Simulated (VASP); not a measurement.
Data:

```xyz
3
Lattice="-1.6145 1.6145 3.9221 1.6145 -1.6145 3.9221 1.6145 1.6145 -3.9221" Properties=species:S:1:pos:R:3 pbc="T T T"
Si     0.0000     0.0000     5.2194
Si     0.0000     0.0000     2.6248
W      0.0000     0.0000     0.0000
```

Calculation: r2SCAN meta-GGA, VASP's PBE PAW potentials (set 64) (plane waves; VASP). Numerical set-up: 480 eV cut-off, 12×12×12 Γ-centred mesh, first-order Methfessel-Paxton smearing of 0.10 eV, potentials Si W_sv.

Problem. Give the stress tensor in GPa (positive for a compressed cell).

Solution. 
```
-3.33   0.00   0.00
 0.00  -3.33   0.00
 0.00   0.00  -3.79
```
The pressure is its mean diagonal, -3.48 GPa.

The compound is WSi2 in the MoSi2 type structure. This cell was strained or had an atom moved on purpose.
